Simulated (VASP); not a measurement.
An input for Quantum ESPRESSO's pw.x (written as the equivalent of a VASP run, and not itself run):

```
&CONTROL
  calculation = 'vc-relax'
  pseudo_dir = './pseudo'
  outdir = './out'
  tprnfor = .true.
  tstress = .true.
  nstep = 30
  forc_conv_thr = 0.00039
/
&SYSTEM
  ibrav = 0
  nat = 6
  ntyp = 3
  ecutwfc = 96
  occupations = 'smearing'
  smearing = 'gaussian'
  degauss = 0.003675
  input_dft = 'revpbe'
  nspin = 2
  starting_magnetization(1) = 0.46
  starting_magnetization(2) = -0.46
/
&ELECTRONS
  conv_thr = 7.3e-09
  electron_maxstep = 100
/
&IONS
/
&CELL
  cell_dofree = 'shape'
/
ATOMIC_SPECIES
  Mn1 54.938 Mn.upf
  Mn2 54.938 Mn.upf
  F 18.998 F.upf
CELL_PARAMETERS angstrom
     4.9009857    0.0000000    0.0000000
     0.0000000    4.9009857    0.0000000
     0.0000000    0.0000000    3.2862658
ATOMIC_POSITIONS crystal
  Mn1  0.0000000  0.0000000  0.0000000
  Mn2  0.5000000  0.5000000  0.5000000
  F    0.3042313  0.3042313  1.0000000
  F    0.8042313  0.1957687  0.5000000
  F    0.1957687  0.8042313  0.5000000
  F    0.6957687  0.6957687  0.0000000
K_POINTS automatic
  5 5 7 0 0 0
```

Problem. Write the VASP files for the same calculation (revPBE).

Solution. Several could match; the one computed here: 
POSCAR:
```
MnF2
1
    4.9009857092     0.0000000000     0.0000000000
    0.0000000000     4.9009857092     0.0000000000
    0.0000000000     0.0000000000     3.2862657636
Mn F
2 4
Direct
  0.0000000000   0.0000000000   0.0000000000
  0.5000000000   0.5000000000   0.5000000000
  0.3042313058   0.3042313058   1.0000000000
  0.8042313058   0.1957686942   0.5000000000
  0.1957686942   0.8042313058   0.5000000000
  0.6957686942   0.6957686942   0.0000000000
```

### INCAR
```
! general
SYSTEM  = MnF2
PREC    = Accurate
ENCUT   = 520
LREAL   = .FALSE.
LASPH   = .TRUE.

! electronic loop
EDIFF   = 1E-7
NELM    = 100
ALGO    = Normal
LMAXMIX = 4

! smearing
ISMEAR  = 0
SIGMA   = 0.05

! functional
GGA     = RE

! spin
ISPIN   = 2
MAGMOM  = 4.6 -4.6 -0.0 0.0 0.0 -0.0

! ions
IBRION  = 2
NSW     = 30
ISIF    = 4
EDIFFG  = -0.01

! output
LWAVE   = .FALSE.
LCHARG  = .FALSE.
LORBIT  = 10
```

**KPOINTS**
```
Regular mesh
0
gamma
  5 5 7
```

POTCAR, in this order: Mn_pv F (PBE.64 set). Program: vasp_std.

Limits of the translation: the potentials are each code's own (VASP's PAW set, PseudoDojo norm-conserving files in pw.x), so ENCUT and ecutwfc are chosen apart and not converted; conv_thr bounds pw.x's estimated SCF error, while EDIFF bounds the energy change between steps; starting_magnetization is a fraction of the valence charge and MAGMOM a moment in μB, so they match only roughly; forc_conv_thr acts on force components and is met together with etot_conv_thr.

The compound is MnF2 in the rutile structure. This cell is one point of a volume scan, at 0.94 of the reference volume. Symmetry was kept, so distortions that lower it aren't found.
